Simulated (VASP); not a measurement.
Crystal: Ta3Si3N.

```
CELL_PARAMETERS angstrom
5.27345 0.00000 0.00000
-2.63673 4.56694 0.00000
0.00000 0.00000 5.05829
ATOMIC_POSITIONS crystal
Ta 0.33333 0.66667 0.81271
Ta 0.66667 0.33333 0.18729
Ta 0.00000 0.00000 0.00000
Si 0.50000 0.00000 0.50000
Si 0.00000 0.50000 0.50000
Si 0.50000 0.50000 0.50000
N 0.00000 0.00000 0.50000
```

The cell was built by a generator and needn't be a form met in nature.

| Quantity | Value |
| --- | --- |
| Program | VASP 6.6.1 |
| Task | relaxation of cell and atoms |
| Functional | PBE |
| Potentials or basis | VASP PAW PBE potentials, release 64 (Ta_pv, Si, N) |
| Cutoff | 520 eV |
| k mesh | 3 × 3 × 3 |
| Occupations | gaussian, width 0.15 eV |
| Spin | no spin polarisation |

At the start: pressure 14.3 GPa; volume 17.40 Å³/atom.

Q: How do energy, volume and symmetry change on relaxing?

A: Over 16 steps the energy falls by 1395.3 meV/atom and the volume is 15.16 Å³/atom (-12.9 %); space group P6/mmm (No. 191, to 0.05 Å).

Step by step:
| step | energy change (eV) | largest force (eV/Å) | pressure (GPa) | volume (Å³) |
| --- | --- | --- | --- | --- |
| 1 | 0.0000 | 13.5564 | 14.27 | 121.82 |
| 2 | -0.7509 | 0.6991 | -27.88 | 151.14 |
| 3 | -3.7529 | 1.4456 | -17.92 | 133.88 |
| 4 | -3.7985 | 1.8920 | -16.46 | 132.86 |
| 5 | -6.9555 | 2.5104 | -2.93 | 108.65 |
| 6 | -7.5855 | 2.7929 | 16.55 | 95.82 |
| 7 | -8.7332 | 0.1936 | 21.22 | 93.36 |
| 8 | -8.7306 | 0.6555 | 23.97 | 92.88 |
| 9 | -9.5714 | 1.1627 | -3.62 | 107.25 |
| 10 | -9.5916 | 1.0916 | -0.43 | 105.03 |
| 11 | -9.7095 | 0.8558 | 0.60 | 105.18 |
| 12 | -9.7415 | 0.5944 | 1.60 | 105.27 |
| 13 | -9.7420 | 0.5745 | 1.76 | 105.28 |
| 14 | -9.7625 | 0.1165 | -1.24 | 106.87 |
| 15 | -9.7628 | 0.1870 | -0.94 | 106.67 |
| 16 | -9.7670 | 0.0004 | -0.22 | 106.12 |

Final structure:
```
Ta Si N
1.0
     5.48109    0.00000    0.00000
    -2.74054    4.74676    0.00000
     0.00000    0.00000    4.07883
Ta Si N
3 3 1
Cartesian
  0.0000 3.1645 0.0011
  2.7405 1.5823 4.0777
  -2.7405 4.7468 4.0788
  2.7405 0.0000 2.0394
  -1.3703 2.3734 2.0394
  1.3703 2.3734 2.0394
  0.0000 0.0000 2.0394
```

Caveat: the k mesh is coarse (spacing up to 0.46 Å⁻¹), so the values aren't converged.
